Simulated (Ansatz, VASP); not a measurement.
# Cross-check of NiGe between VASP and Ansatz, part 3 of 3

Aim: how closely do two programs agree when they are given the same cell, functional and k mesh? The cell is a member of a volume series, scaled by 0.94 from a relaxed one, so a pressure remains.

VASP 6.6.1 and Ansatz 0.2.0.

So far. Step 5 (Ansatz: single point, RPBE, volume scaled by 1.04): The run ends at a pressure of -4.51 GPa, with forces up to 0.074 eV/Å. Step 6 (VASP: single point, RPBE, volume scaled by 1.04): The run ends at a pressure of -4.77 GPa, with forces up to 0.064 eV/Å.

## (8) Ansatz: single point, RPBE, volume scaled by 1.06

Level of this step: Ansatz beside VASP: Kohn-Sham DFT, plane waves, RPBE (Ansatz).

With cell and atoms fixed, the geometry can't cause a difference; cores, projectors, grids and the points listed under the comparison can. The cell compared in this pair holds 119.02 Å³, against 116.77 Å³ for the pair before.

The cell is a member of a volume series, scaled by 1.06 from a relaxed one, so a pressure remains.

File input.yaml:

```yaml
crystal:
  lattice:
    - [5.6047639364, 0.0, 0.0]
    - [0.0, 3.5211754169, 0.0]
    - [0.0, 0.0, 6.0308025675]
  atoms:
    - { symbol: Ge, position: [0.310185678, 0.25, 0.915072478] }
    - { symbol: Ge, position: [0.689814322, 0.75, 0.084927522] }
    - { symbol: Ge, position: [0.189814322, 0.75, 0.415072478] }
    - { symbol: Ge, position: [0.810185678, 0.25, 0.584927522] }
    - { symbol: Ni, position: [0.495281353, 0.25, 0.310351872], spin: 1.0 }
    - { symbol: Ni, position: [0.504718647, 0.75, 0.689648128], spin: 1.0 }
    - { symbol: Ni, position: [0.004718647, 0.75, 0.810351872], spin: 1.0 }
    - { symbol: Ni, position: [0.995281353, 0.25, 0.189648128], spin: 1.0 }
hamiltonian:
  xc: rpbe
  pseudopotentials: { kind: paw }
magnetization:
  spin_polarized: true
kpoints:
  mp_grid: { grid: [4, 7, 4] }
scf:
  occupations: { method: gaussian, width: 0.05 }
  n_extra_bands: 10
output:
  forces: true
  stress: true
  eigenvalues: true
```

Command:

```
ansatz run input.yaml --threads 4 --pin off --max-ram 9216MiB --backend cpu --events-out ev --progress --plain --runs-dir out
```

Numbers of over 12 decimals in the logs are rounded to 6 here.

The program printed:

```text
[...]
Crystal: 8 atoms, lattice volume = 119.020 Å³
Basis set: ecut = 420 eV, 2313 PW (Γ), exchange–correlation on 80×48×90 points (8 copies of the dense FFT grid, shifted against one another)
Bands: 74, of which v1, the nominal top of the filled ones, is band 64 counted from 1 (63 counted from 0)
Symmetry: 8 space group operations
[...]
k-point 1 ↑: bands = [... 60 lower, 12.4803, 12.4986, 12.9475, 13.8363, 14.5636, 14.6040, 16.2712, 16.6890, ... 6 higher]
  k-point 2 ↑: bands = [... 60 lower, 12.4881, 12.4881, 13.4397, 13.4397, 14.9589, 14.9589, 15.8845, 15.8845, ... 6 higher]
  k-point 35 ↓: bands = [... 60 lower, 12.3888, 12.3888, 12.4344, 12.4344, 15.3003, 15.3003, 15.8993, 15.8993, ... 6 higher]
[key lines of the parts left out:]
SCF converged after 13 iterations
Magnetization: -0.0000 μB (64.0000 up, 64.0000 down)
Free energy (F): -40583.864554 eV
Fermi energy:    13.606788 eV
P = ⅓ Tr σ = -6.4919 GPa (-64.919 kbar)
```

Run time: 18 s. Hardware: 4 threads of Arm Neoverse V1, shared host; peak memory 0.84 GiB; 70 s of CPU time.

The run ends at a pressure of -6.49 GPa, with forces up to 0.10 eV/Å.

## (9) VASP: single point, RPBE, volume scaled by 1.06

The same cell, functional, mesh and smearing now go to VASP, with its own data sets and cutoff.

File INCAR:

```
SYSTEM = NiGe
PREC = Accurate
ENCUT = 410
EDIFF = 1E-06
NELM = 100
ISMEAR = 0
SIGMA = 0.05
LREAL = .FALSE.
ALGO = Normal
GGA = RP
NBANDS = 63
ISPIN = 2
MAGMOM = 0 0 0 0 1 1 1 1
LMAXMIX = 4
LORBIT = 11
LWAVE = .FALSE.
LCHARG = .FALSE.
KPAR = 4
ISIF = 2
```

File POSCAR:

```
NiGe
1.0
    5.6047639364      0.0000000000      0.0000000000
    0.0000000000      3.5211754169      0.0000000000
    0.0000000000      0.0000000000      6.0308025675
Ge Ni
4 4
Direct
    0.3101856780      0.2500000000      0.9150724780
    0.6898143220      0.7500000000      0.0849275220
    0.1898143220      0.7500000000      0.4150724780
    0.8101856780      0.2500000000      0.5849275220
    0.4952813530      0.2500000000      0.3103518720
    0.5047186470      0.7500000000      0.6896481280
    0.0047186470      0.7500000000      0.8103518720
    0.9952813530      0.2500000000      0.1896481280
```

File KPOINTS:

```
Automatic mesh
0
Gamma
4 7 4
0 0 0
```

The projector-augmented-wave data sets are Ge_d and Ni (PBE family, release 64).

Command:

```
mpirun -np 4 vasp_std
```

The program printed:

```text
[... set-up lines as in an earlier step ...]
 entering main loop
       N       E                     dE             d eps       ncg     rms          rms(c)
DAV:   1     0.954917341250E+03    0.95492E+03   -0.34598E+04 10976   0.347E+03
DAV:   2     0.154299039674E+03   -0.80062E+03   -0.75267E+03  9072   0.873E+02
DAV:   3    -0.285126990325E+02   -0.18281E+03   -0.17414E+03  9163   0.233E+02
DAV:   4    -0.422237769124E+02   -0.13711E+02   -0.13560E+02 10259   0.731E+01
[...]
DAV:  14    -0.386108737839E+02    0.12842E-04   -0.52609E-05 11619   0.626E-02    0.164E-02
DAV:  15    -0.386108745581E+02   -0.77416E-06   -0.11455E-05 10159   0.172E-02    0.394E-03
DAV:  16    -0.386108748188E+02   -0.26069E-06   -0.75385E-07  5933   0.768E-03
   1 F= -.38610875E+02 E0= -.38609420E+02  d E =-.290978E-02  mag=    -0.0003
```

OUTCAR, selected parts (step 9):

```text
  Total       -5.2490718     -4.8612865     -4.9084282      0.0000000      0.0000000      0.0000000
  in kB      -70.6598969    -65.4397610    -66.0743541      0.0000000      0.0000000      0.0000000
  external PRESSURE =     -67.3913374 kB  Pullay stress =       0.0000000 kB

 POSITION                                       TOTAL-FORCE (eV/Angst)
 -----------------------------------------------------------------------------------
      1.73852      0.88029      5.51862        -0.082870     -0.000000      0.009009
      3.86625      2.64088      0.51218         0.082870      0.000000     -0.009009
      1.06386      2.64088      2.50322         0.082870      0.000000      0.009009
      4.54090      0.88029      3.52758        -0.082870     -0.000000     -0.009009
      2.77594      0.88029      1.87167         0.074489      0.000000     -0.056044
      2.82883      2.64088      4.15913        -0.074489      0.000000      0.056044
      0.02645      2.64088      4.88707        -0.074489     -0.000000     -0.056044
      5.57832      0.88029      1.14373         0.074489      0.000000      0.056044
 -----------------------------------------------------------------------------------
    total drift:                               -0.000000      0.000000     -0.000000

  FREE ENERGIE OF THE ION-ELECTRON SYSTEM (eV)
  ---------------------------------------------------
  free  energy   TOTEN  =       -38.6108748188 eV

  energy  without entropy=      -38.6079650379  energy(sigma->0) =      -38.60941993

 magnetization (x)
# of ion       s       p       d       tot
------------------------------------------
    1        0.000   0.000   0.000   0.000
    2        0.000   0.000   0.000   0.000
    3        0.000   0.000   0.000   0.000
    4        0.000   0.000   0.000   0.000
    5       -0.000   0.000  -0.000  -0.000
    6       -0.000   0.000  -0.000  -0.000
    7       -0.000   0.000  -0.000  -0.000
    8       -0.000   0.000  -0.000  -0.000
--------------------------------------------------
tot         -0.000   0.000  -0.000  -0.000

[... 1 part as in an earlier step ...]

[... 2 further parts left out ...]
[key lines of the parts left out:]
E-fermi :   7.6571
```

The run ends at a pressure of -6.74 GPa, with forces up to 0.093 eV/Å.

## (10) Comparison

The two programs side by side:

| quantity | Ansatz | VASP | difference |
| --- | --- | --- | --- |
| pressure (GPa) | -6.49 | -6.74 | +0.25 |
| pressure without Ansatz's Pulay correction (GPa) | -6.55 | -6.74 | +0.19 |

Forces (eV/Å; atoms numbered as in POSCAR):

```
atom         Ansatz x, y, z           VASP x, y, z
 Ge1   -0.086, 0.000, 0.009   -0.083, 0.000, 0.009
 Ge2   0.086, 0.000, -0.009   0.083, 0.000, -0.009
 Ge3    0.086, 0.000, 0.009    0.083, 0.000, 0.009
 Ge4  -0.086, 0.000, -0.009  -0.083, 0.000, -0.009
 Ni5   0.084, 0.000, -0.060   0.074, 0.000, -0.056
 Ni6   -0.084, 0.000, 0.060   -0.074, 0.000, 0.056
 Ni7  -0.084, 0.000, -0.060  -0.074, 0.000, -0.056
 Ni8    0.084, 0.000, 0.060    0.074, 0.000, 0.056
```

The forces differ by 4.2 meV/Å r.m.s., which is 8.3 % of the r.m.s. force of 0.05 eV/Å (both taken over all components). Ansatz's pressure holds a Pulay correction of 0.06 GPa; VASP's holds none.

## (11) Summary of results

```json
{"r.m.s. force difference (single point, RPBE, volume scaled by 0.94)": "5.0 meV/Å", "r.m.s. force difference (single point, RPBE, volume scaled by 1.04)": "4.1 meV/Å", "r.m.s. force difference (single point, RPBE, volume scaled by 1.06)": "4.2 meV/Å"}
```

In words: The r.m.s. force difference is 5.0 meV/Å (single point, RPBE, volume scaled by 0.94), within the 12 meV/Å picked in this series as the mark of a large difference. Such differences can come from data sets, numerical settings and the points named under the comparisons, not from the functional's error against experiment.

[Lines on the potential files, build, host, timing and source positions are cut from VASP's logs without a mark.]

[Logs are printed without paths, hosts, clocks, repeated set-up lines and the standing remarks that a program may print on its own settings, such as how far it seeks lower states.]

[Hosts, paths, dates, database ids (printed as entryN), source tags and the programs' standing remarks are cut or masked in the printed files.]
